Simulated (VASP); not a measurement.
These are r2SCAN meta-GGA, VASP's PBE PAW potentials (set 64) (plane waves; VASP 6.6.1) values and carry that method's errors.

The input files of a VASP run:

POSCAR:
```
Ba
1
    0.0000000000     3.2222907715     3.2222907715
    3.2222907715     0.0000000000     3.2222907715
    3.2222907715     3.2222907715     0.0000000000
Ba
1
Direct
  0.0000000000   0.0000000000   0.0000000000
```

### INCAR
```
ALGO = Normal
EDIFF = 1E-7
ENCUT = 400
ISIF = 2
ISMEAR = -5
LASPH = T
LCHARG = F
LMAXMIX = 4
LMIXTAU = T
LORBIT = 11
LREAL = F
LWAVE = F
METAGGA = R2SCAN
NEDOS = 601
NELM = 100
PREC = Accurate
SYSTEM = Ba
```

**KPOINTS**
```
Automatic mesh
0
Gamma
 11 11 11
```

### KPOINTS_OPT
```
k-points along high-symmetry lines
10
Line-mode
Reciprocal
  0.000000   0.000000   0.000000 ! GAMMA
  0.500000   0.000000   0.500000 ! X

  0.500000   0.000000   0.500000 ! X
  0.625000   0.250000   0.625000 ! U

  0.375000   0.375000   0.750000 ! K
  0.000000   0.000000   0.000000 ! GAMMA

  0.000000   0.000000   0.000000 ! GAMMA
  0.500000   0.500000   0.500000 ! L

  0.500000   0.500000   0.500000 ! L
  0.500000   0.250000   0.750000 ! W

  0.500000   0.250000   0.750000 ! W
  0.500000   0.000000   0.500000 ! X
```

POTCAR, in this order: Ba_sv (PBE.64 set). Program: vasp_std.

Unless said otherwise, spin-orbit coupling is left out, though it shifts the bands of the heavy elements here.

Question: Predict the energy per atom (σ→0), band gap (over mesh and band path).

Answer: 
The energy per atom (σ→0) is -26.401 eV/atom and the band gap (over mesh and band path) is none (metal, semimetal or under 0.01 eV).

### OSZICAR
```
...
DAV:  32    -0.264014117284E+02    0.14459E-06   -0.16191E-06  1044   0.121E-02    0.645E-04
DAV:  33    -0.264014121120E+02   -0.38356E-06   -0.90461E-08  1152   0.281E-03    0.604E-04
DAV:  34    -0.264014117267E+02    0.38531E-06   -0.12992E-08   549   0.117E-03    0.503E-04
DAV:  35    -0.264014114339E+02    0.29274E-06   -0.10145E-08   524   0.976E-04    0.443E-04
DAV:  36    -0.264014114792E+02   -0.45251E-07   -0.21458E-09   516   0.609E-04
   1 F= -.26401411E+02 E0= -.26401411E+02  d E =0.000000E+00
       N       E                     dE             ncg
       N       E                     dE             ncg
```

The structure was generated: Ba was put into the fcc type (Fm-3m), which need not be its known phase. It was relaxed first, which changed the volume by +6 %.
